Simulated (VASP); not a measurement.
Output of a VASP run:

### OSZICAR
```
       N       E                     dE             d eps       ncg     rms          rms(c)
DAV:   1     0.529603760739E+03    0.52960E+03   -0.30483E+04   536   0.884E+02
DAV:   2    -0.333427069208E+02   -0.56295E+03   -0.54486E+03   664   0.192E+02
DAV:   3    -0.934230416260E+02   -0.60080E+02   -0.59288E+02   624   0.686E+01
DAV:   4    -0.952229972841E+02   -0.18000E+01   -0.17855E+01   701   0.120E+01
DAV:   5    -0.952835718539E+02   -0.60575E-01   -0.60457E-01   688   0.192E+00    0.125E+01
DAV:   6    -0.929040425608E+02    0.23795E+01   -0.67389E+00   669   0.605E+00    0.847E+00
DAV:   7    -0.928197069334E+02    0.84336E-01   -0.13505E+00   688   0.288E+00    0.246E+00
DAV:   8    -0.927938877147E+02    0.25819E-01   -0.91285E-02   648   0.907E-01    0.971E-01
DAV:   9    -0.927903591682E+02    0.35285E-02   -0.16900E-02   704   0.419E-01    0.175E-01
DAV:  10    -0.927903298827E+02    0.29285E-04   -0.21152E-03   648   0.155E-01    0.895E-02
DAV:  11    -0.927903489167E+02   -0.19034E-04   -0.41515E-04   760   0.536E-02    0.495E-02
DAV:  12    -0.927903581747E+02   -0.92580E-05   -0.74977E-05   768   0.282E-02    0.173E-02
DAV:  13    -0.927903634161E+02   -0.52414E-05   -0.17092E-05   624   0.133E-02    0.839E-03
DAV:  14    -0.927903631373E+02    0.27878E-06   -0.53808E-06   560   0.613E-03
   1 F= -.92790363E+02 E0= -.92790363E+02  d E =-.632699E-14
```

File OUTCAR:
```
------------------------ aborting loop because EDIFF is reached ----------------------------------------
  FORCE on cell =-STRESS in cart. coord.  units (eV):
  Direction    XX          YY          ZZ          XY          YZ          ZX
  --------------------------------------------------------------------------------------
  Total       -7.8277591     -6.6973900    -12.4214590      0.0000000     -0.0000000      0.0000000
  in kB      -21.6439240    -18.5184289    -34.3456041      0.0000000     -0.0000000      0.0000000
  external PRESSURE =     -24.8359857 kB  Pullay stress =       0.0000000 kB
  volume of cell :      579.44
      direct lattice vectors                 reciprocal lattice vectors
    12.362070000  0.000000000  0.000000000     0.080892601  0.000000000  0.000000000
     0.000000000  4.001560000  0.000000000     0.000000000  0.249902538  0.000000000
     0.000000000  0.000000000 11.713630000     0.000000000  0.000000000  0.085370632
 POSITION                                       TOTAL-FORCE (eV/Angst)
 -----------------------------------------------------------------------------------
      1.73465      3.00117      0.44617         0.052126     -0.000000      0.033276
     10.62742      1.00039     11.26746        -0.052126     -0.000000     -0.033276
      4.44639      1.00039      6.30299        -0.052126     -0.000000      0.033276
      7.91568      3.00117      5.41064         0.052126     -0.000000     -0.033276
      0.41796      1.00039      3.86070         0.006215     -0.000000     -0.058543
     11.94411      3.00117      7.85293        -0.006215     -0.000000      0.058543
      5.76307      3.00117      9.71751        -0.006215     -0.000000     -0.058543
      6.59900      1.00039      1.99612         0.006215      0.000000      0.058543
     11.72357      3.00117      1.49384        -0.071561     -0.000000      0.082759
      0.63850      1.00039     10.21979         0.071561      0.000000     -0.082759
      6.81954      1.00039      7.35065         0.071561     -0.000000      0.082759
      5.54253      3.00117      4.36298        -0.071561     -0.000000     -0.082759
      2.53830      1.00039      2.25019        -0.021228     -0.000000     -0.202474
      9.82377      3.00117      9.46344         0.021228     -0.000000      0.202474
      3.64273      3.00117      8.10700         0.021228      0.000000     -0.202474
      8.71934      1.00039      3.60663        -0.021228     -0.000000      0.202474
      7.75534      3.00117      0.63371         0.038859     -0.000000     -0.038094
      4.60673      1.00039     11.07992        -0.038859      0.000000      0.038094
     10.78776      1.00039      6.49052        -0.038859     -0.000000     -0.038094
      1.57431      3.00117      5.22311         0.038859      0.000000      0.038094
 -----------------------------------------------------------------------------------
    total drift:                                0.000000      0.000000      0.000000
  FREE ENERGIE OF THE ION-ELECTRON SYSTEM (eV)
  ---------------------------------------------------
  free  energy   TOTEN  =       -92.7903631373 eV

  energy  without entropy=      -92.7903631373  energy(sigma->0) =      -92.79036314
```
(Selected blocks of OUTCAR.)

POSCAR:
```
Sb2Se3
1
   12.3620700000     0.0000000000     0.0000000000
    0.0000000000     4.0015600000     0.0000000000
    0.0000000000     0.0000000000    11.7136300000
Sb Se
8 12
Direct
  0.1403200000   0.7500000000   0.0380900000
  0.8596800000   0.2500000000   0.9619100000
  0.3596800000   0.2500000000   0.5380900000
  0.6403200000   0.7500000000   0.4619100000
  0.0338100000   0.2500000000   0.3295900000
  0.9661900000   0.7500000000   0.6704100000
  0.4661900000   0.7500000000   0.8295900000
  0.5338100000   0.2500000000   0.1704100000
  0.9483500000   0.7500000000   0.1275300000
  0.0516500000   0.2500000000   0.8724700000
  0.5516500000   0.2500000000   0.6275300000
  0.4483500000   0.7500000000   0.3724700000
  0.2053300000   0.2500000000   0.1921000000
  0.7946700000   0.7500000000   0.8079000000
  0.2946700000   0.7500000000   0.6921000000
  0.7053300000   0.2500000000   0.3079000000
  0.6273500000   0.7500000000   0.0541000000
  0.3726500000   0.2500000000   0.9459000000
  0.8726500000   0.2500000000   0.5541000000
  0.1273500000   0.7500000000   0.4459000000
```

Reconstruct the remaining input files.

One answer among several that fit: the input of the run itself, LDA (Ceperley-Alder, Perdew-Zunger), plane waves, VASP's LDA PAW potentials (set 64).

**INCAR**
```
PREC=Accurate
EDIFF=1E-6
ENCUT=300   # plane-wave cut-off (eV)
LCHARG=.False.
LWAVE=.False.
LMAXMIX=4   # l cut-off of mixed one-centre charges
LASPH=.True.   # aspherical one-centre terms
ISIF=2   # forces and stress, cell fixed
ISMEAR=0
LREAL=Auto
NELM=100
SYSTEM=Sb2Se3
ALGO=Normal   # blocked Davidson
SIGMA=0.01   # width (eV)
```

KPOINTS:
```
Automatic mesh
0
Gamma
 1 3 2
0 0 0
```

POTCAR, in this order: Sb Se (LDA.64 set). Program: vasp_std.

The structure comes from a computed database's Sb2Se3 entry; how it stands against other phases isn't given here. The cell was not relaxed at this level. The k-mesh is coarse (spacing up to 0.52 per Å, 2π included), so the numbers may not be converged in it. The run is one of a series of settings (GGA removed, POTCAR Sb Se (LDA.64 set) against the base run), some of them coarse on purpose.
